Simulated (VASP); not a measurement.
Set up this calculation in VASP 6.6.1, as the native input.

```yaml
Task: single point
Functional: LDA
Potentials_or_basis: VASP PAW LDA potentials, release 64 (As, Sb, Mg)
Cutoff: 520 eV
k_mesh: 4 × 4 × 4
Occupations: gaussian, width 0.05 eV
Spin: no spin polarisation
Dipole_correction: no
Further_INCAR_settings: ALGO = Fast; EDIFF = 1e-06; NBANDS = 16
```

The structure of Mg3SbAs lies in POSCAR:

```
Mg3SbAs
1.0
    5.1297756486      0.0000000000      0.0000000000
    0.0000000000      5.1297756486      0.0000000000
    0.0000000000      0.0000000000      5.1297756486
As Sb Mg
1 1 3
Direct
    0.0000000000      0.0000000000      0.0000000000
    0.5000000000      0.5000000000      0.5000000000
    0.5000000000      0.5000000000      0.0000000000
    0.5000000000      0.0000000000      0.5000000000
    0.0000000000      0.5000000000      0.5000000000
```

The cell comes from a database or a generator and needn't be the stable form of this composition.

These files were run (other wordings do the same):

INCAR

```
SYSTEM = Mg3SbAs
PREC     = Accurate       ! precision mode
ENCUT    = 520            ! plane-wave cutoff, eV
EDIFF    = 1E-6           ! SCF threshold, eV
ISMEAR   = 0              ! smearing method
SIGMA    = 0.05           ! smearing width, eV
LREAL    = .FALSE.        ! projectors in reciprocal space
LASPH    = .TRUE.         ! aspherical terms in the spheres
NELM     = 100            ! most SCF steps
ALGO     = Fast           ! electronic algorithm
ISIF     = 2              ! what is computed and relaxed
LWAVE    = .FALSE.        ! write WAVECAR
LCHARG   = .FALSE.        ! write CHGCAR
NBANDS   = 16             ! bands
```

KPOINTS

```
regular mesh
0
G
  4 4 4
  0 0 0
```

Potentials or basis: VASP PAW LDA potentials, release 64 (As, Sb, Mg).

Command:

```console
$ cat potpaw_LDA.64/As/POTCAR potpaw_LDA.64/Sb/POTCAR potpaw_LDA.64/Mg/POTCAR > POTCAR
$ mpirun -np 1 vasp_std > vasp.out
```

Results of the run:

```
Pressure               : 0.1 GPa
Band gap on the k mesh : 0.08 eV, direct
```

Caveat: spin-orbit coupling is left out, which moves the levels of the heavy elements.

Run time: 17 s on 1 thread of Intel(R) Xeon(R) Platinum 8488C (Sapphire Rapids) (shared host), peak memory 0.2 GiB.
